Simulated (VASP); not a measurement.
Output of a VASP run:

**OSZICAR**
```
       N       E                     dE             d eps       ncg     rms          rms(c)
DAV:   1     0.907618326005E+03    0.90762E+03   -0.34522E+04  9016   0.253E+03
DAV:   2     0.114542986844E+03   -0.79308E+03   -0.77012E+03  8960   0.594E+02
DAV:   3    -0.342598829094E+02   -0.14880E+03   -0.14282E+03  9264   0.259E+02
DAV:   4    -0.412758238845E+02   -0.70159E+01   -0.69313E+01 10688   0.746E+01
DAV:   5    -0.415428508869E+02   -0.26703E+00   -0.26689E+00 13272   0.135E+01    0.219E+01
DAV:   6    -0.390998499078E+02    0.24430E+01   -0.95588E+01 10992   0.136E+02    0.136E+01
DAV:   7    -0.345385099592E+02    0.45613E+01   -0.20498E+01 10144   0.681E+01    0.251E+00
DAV:   8    -0.346045249143E+02   -0.66015E-01   -0.20699E+00 12984   0.154E+01    0.248E+00
DAV:   9    -0.345155731892E+02    0.88952E-01   -0.36255E-01 11048   0.135E+01    0.999E-01
DAV:  10    -0.345069781325E+02    0.85951E-02   -0.12110E-01 10888   0.793E+00    0.305E-01
DAV:  11    -0.345086040716E+02   -0.16259E-02   -0.22278E-02 10360   0.150E+00    0.170E-01
DAV:  12    -0.345087337858E+02   -0.12971E-03   -0.16941E-03 10320   0.754E-01    0.183E-01
DAV:  13    -0.345081046276E+02    0.62916E-03   -0.13003E-03 10920   0.685E-01    0.418E-02
DAV:  14    -0.345081292085E+02   -0.24581E-04   -0.72651E-04 12760   0.280E-01    0.262E-02
DAV:  15    -0.345081182897E+02    0.10919E-04   -0.44375E-05 11552   0.762E-02    0.151E-02
DAV:  16    -0.345081207825E+02   -0.24928E-05   -0.56511E-06 10296   0.301E-02    0.182E-02
DAV:  17    -0.345081088576E+02    0.11925E-04   -0.19818E-05 10296   0.686E-02    0.665E-03
DAV:  18    -0.345081093151E+02   -0.45756E-06   -0.29481E-06 11648   0.199E-02    0.317E-03
DAV:  19    -0.345081095344E+02   -0.21928E-06   -0.37552E-07  7472   0.730E-03    0.128E-03
DAV:  20    -0.345081096783E+02   -0.14391E-06   -0.65261E-08  5176   0.434E-03    0.572E-04
DAV:  21    -0.345081097550E+02   -0.76670E-07   -0.18427E-08  5112   0.971E-04
   1 F= -.34508110E+02 E0= -.34508110E+02  d E =0.000000E+00
```

File OUTCAR:
```
------------------------ aborting loop because EDIFF is reached ----------------------------------------
  FORCE on cell =-STRESS in cart. coord.  units (eV):
  Direction    XX          YY          ZZ          XY          YZ          ZX
  --------------------------------------------------------------------------------------
  Total        0.8659954     -0.6397076     -0.0349372      0.0000000      0.0000000      0.0000000
  in kB       12.5784800     -9.2916774     -0.5074586      0.0000000      0.0000000      0.0000000
  external PRESSURE =       0.9264480 kB  Pullay stress =       0.0000000 kB
  volume of cell :      110.31
      direct lattice vectors                 reciprocal lattice vectors
     4.250568755  0.000000000  0.000000000     0.235262634  0.000000000  0.000000000
     0.000000000  5.458644689  0.000000000     0.000000000  0.183195657  0.000000000
     0.000000000  0.000000000  4.754075951     0.000000000  0.000000000  0.210345819
 POSITION                                       TOTAL-FORCE (eV/Angst)
 -----------------------------------------------------------------------------------
      2.12528      0.00000      1.42953         0.000000      0.000000     -0.016747
      0.00000      2.72932      3.32455         0.000000      0.000000      0.016747
      0.00000      1.35209      0.74025         0.000000     -0.009207     -0.015196
      0.00000      4.10655      0.74025         0.000000      0.009207     -0.015196
      2.12528      4.08142      4.01383        -0.000000     -0.009207      0.015196
      2.12528      1.37723      4.01383        -0.000000      0.009207      0.015196
      0.00000      0.00000      3.12474         0.000000      0.000000      0.018703
      2.12528      2.72932      1.62933         0.000000      0.000000     -0.018703
 -----------------------------------------------------------------------------------
    total drift:                                0.000000      0.000000      0.000000
  FREE ENERGIE OF THE ION-ELECTRON SYSTEM (eV)
  ---------------------------------------------------
  free  energy   TOTEN  =       -34.5081097550 eV

  energy  without entropy=      -34.5081097550  energy(sigma->0) =      -34.50810976

 total charge

# of ion       s       p       d       tot
------------------------------------------
    1        0.422   0.387   9.193  10.001
    2        0.422   0.387   9.193  10.001
    3        0.421   0.395   9.190  10.006
    4        0.421   0.395   9.190  10.006
    5        0.421   0.395   9.190  10.006
    6        0.421   0.395   9.190  10.006
    7        1.103   1.275  10.061  12.439
    8        1.103   1.275  10.061  12.439
--------------------------------------------------
tot          4.735   4.902  75.268  84.904
```
(Selected blocks of OUTCAR.)

POSCAR:
```
Cu3Sn
1
    4.2505687550     0.0000000000     0.0000000000
    0.0000000000     5.4586446889     0.0000000000
    0.0000000000     0.0000000000     4.7540759506
Cu Sn
6 2
Direct
  0.5000000000   0.0000000000   0.3006954211
  0.0000000000   0.5000000000   0.6993045789
  0.0000000000   0.2476978444   0.1557082424
  0.0000000000   0.7523021556   0.1557082424
  0.5000000000   0.7476978444   0.8442917576
  0.5000000000   0.2523021556   0.8442917576
  0.0000000000   0.0000000000   0.6572769730
  0.5000000000   0.5000000000   0.3427230270
```

Problem. Reconstruct the remaining input files.

Solution. One answer among several that fit: the input of the run itself, PBEsol GGA, plane waves, VASP's PBE PAW potentials (set 64).

**KPOINTS**
```
Automatic mesh
0
Gamma
8 6 7
0 0 0
```

INCAR:
```
# general
SYSTEM  = Cu3Sn
PREC    = Accurate
ENCUT   = 400
LREAL   = .False.
LASPH   = .True.

# electronic loop
EDIFF   = 1E-7
NELM    = 100
ALGO    = Normal
LMAXMIX = 4

# smearing
ISMEAR  = -5

# functional
GGA     = PS

# ions
ISIF    = 2

# output
LWAVE   = .False.
LCHARG  = .True.
LORBIT  = 11
NEDOS   = 601

# other
LEFG    = .True.
```

POTCAR, in this order: Cu Sn_d (PBE.64 set). Program: vasp_std.

For a metal the tetrahedron method with Blöchl corrections gives inexact stress and forces.

The structure comes from a measured Cu3Sn entry (Pmmn) of the Crystallography Open Database, whose conditions weren't checked. It was relaxed first.
